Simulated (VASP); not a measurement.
OSZICAR of a VASP run on GdN (rock salt):

**OSZICAR**
```
       N       E                     dE             d eps       ncg     rms          rms(c)
DAV:   1     0.459468733963E+02    0.45947E+02   -0.68385E+03  1848   0.118E+03
DAV:   2    -0.162510351758E+02   -0.62198E+02   -0.57691E+02  2492   0.244E+02
DAV:   3    -0.191355268643E+02   -0.28845E+01   -0.28515E+01  2385   0.432E+01
DAV:   4    -0.191746533672E+02   -0.39127E-01   -0.39055E-01  2309   0.479E+00
DAV:   5    -0.191753561169E+02   -0.70275E-03   -0.70255E-03  2438   0.531E-01    0.293E+01
DAV:   6    -0.173112485537E+02    0.18641E+01   -0.16554E+01  2148   0.249E+01    0.260E+01
DAV:   7    -0.171335428127E+02    0.17771E+00   -0.13150E+00  2143   0.760E+00    0.174E+01
DAV:   8    -0.171267533731E+02    0.67894E-02   -0.11554E-01  2048   0.345E+00    0.484E+00
DAV:   9    -0.171226879525E+02    0.40654E-02   -0.13295E-02  2235   0.892E-01    0.392E-01
DAV:  10    -0.171227589605E+02   -0.71008E-04   -0.41936E-04  2526   0.208E-01    0.228E-01
DAV:  11    -0.171227470732E+02    0.11887E-04   -0.30204E-05  2266   0.579E-02    0.107E-02
DAV:  12    -0.171227467002E+02    0.37300E-06   -0.18313E-06  2618   0.139E-02    0.493E-03
DAV:  13    -0.171227467126E+02   -0.12460E-07   -0.19928E-07  1838   0.348E-03
   1 F= -.17122747E+02 E0= -.17122767E+02  d E =0.606773E-04
```

Problem. Which electronic solver shows in the log?

Solution. It is blocked Davidson (ALGO = Normal, or the opening steps of other solvers). The INCAR had ALGO = Normal.

Problem. Can the final energy be trusted as converged?

Solution. The run converged. It stopped with EDIFF = 1E-7, NELM = 100 (PBEsol GGA, plane waves, VASP's PBE PAW potentials (set 64)). The 4f electrons are frozen in the core of the lanthanide potential, so 4f levels, which can set the real gap, and their magnetism are missing.

The compound is GdN in the rock salt structure. It was relaxed first.
